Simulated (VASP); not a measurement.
Input:

```xyz
63
Lattice="10.9371 0.0000 0.0000 0.0000 10.9371 0.0000 0.0000 0.0000 10.9371" Properties=species:S:1:pos:R:3 pbc="T T T"
Si     5.4593     0.0267     0.0263
Si     6.7841     1.4515     1.4511
Si     8.1687     2.7708     0.0513
Si     9.4882     4.1561     1.4497
Si     8.1684     0.0514     2.7712
Si     9.4890     1.4494     4.1564
Si    10.9276     0.0098     0.0099
Si     1.3205     1.3894     1.3884
Si     2.6992     2.7337     0.0002
Si     4.0616     4.1109     1.3502
Si     5.4644     5.4731     0.0078
Si     6.8257     6.8772     1.3498
Si     8.2035     8.2387    10.9367
Si     9.5481     9.6168     1.3881
Si     2.6996     0.0005     2.7318
Si     4.0622     1.3490     4.1108
Si     5.3694     2.8425     2.8424
Si     8.0962     5.5699     2.8415
Si     9.5899     6.8767     4.1105
Si     5.4654     0.0070     5.4738
Si     6.8278     1.3491     6.8774
Si     8.0988     2.8398     5.5702
Si     9.5902     4.1111     6.8776
Si     8.2054    10.9363     8.2395
Si     9.5495     1.3889     9.6175
Si    10.9135     5.4802     0.0251
Si     1.3456     6.8594     1.3552
Si     2.7388     8.2009    10.9153
Si     4.0792     9.5947     1.3548
Si    10.8869     2.7704     2.7706
Si     1.3626     4.1102     4.1114
Si     2.7004     5.4825     2.7139
Si     4.1862     6.7520     4.0259
Si     5.4546     8.2385     2.7137
Si     6.8278     9.5759     4.1112
Si    10.9144     0.0245     5.4801
Si     1.3451     1.3548     6.8607
Si     2.6996     2.7120     5.4826
Si     4.1864     4.0243     6.7506
Si     6.9127     6.7529     6.7515
Si     8.2257     8.2385     5.4828
Si     9.5833     9.5938     6.8596
Si     2.7382    10.9147     8.2019
Si     4.0783     1.3549     9.5949
Si     5.4553     2.7126     8.2387
Si     6.8269     4.1103     9.5769
Si     8.2246     5.4827     8.2386
Si     9.5831     6.8601     9.5944
Si     0.0011     8.2386     2.7314
Si     1.3710     9.5674     4.1109
Si    10.9320     5.4736     5.4738
Si     1.3944     6.8207     6.8194
Si     2.7942     8.1446     5.4383
Si     4.1180     9.5446     6.8190
Si     0.0023     2.7327     8.2398
Si     1.3715     4.1138     9.5670
Si     2.7951     5.4399     8.1423
Si     4.1189     6.8192     9.5438
Si     5.4978     8.1443     8.1430
Si     6.8239     9.5676     9.5672
Si     0.0234     8.2010     8.2014
Si     1.3643     9.5746     9.5755
Sn     6.1384     4.8002     4.8011
```
Cell charge -1.

Level of theory: PBE GGA, VASP's PBE PAW potentials (set 64) (plane waves; VASP 6.6.1). Numerical set-up: PREC = Normal, LREAL = Auto, ISYM = 0, NELECT = 253.0, 400 eV cut-off, 1×1×1 Γ-centred mesh, Gaussian smearing of 0.050 eV, potentials Si Sn. Starting moments (MAGMOM): 63*0.0159. The cell's moment is fixed (NUPDOWN = 1).

The cell is charged, with a uniform compensating background.  The supercell is sampled at Γ alone, which is coarse: total energies, pressure and levels can be off, energies of defects by several tenths of an eV.

Q: Predict the cell moment, energy per atom (σ→0), pressure.

A: 
```yaml
cell_moment: 1.00 μB
energy per atom (σ→0): -5.158 eV/atom
pressure: 12.1 kbar
```

Total energies compare only between runs with the same potentials, cut-off and functional.

The cell is a supercell with a defect, built from Si (diamond): Sn_Si-vac_Si, charge -1.
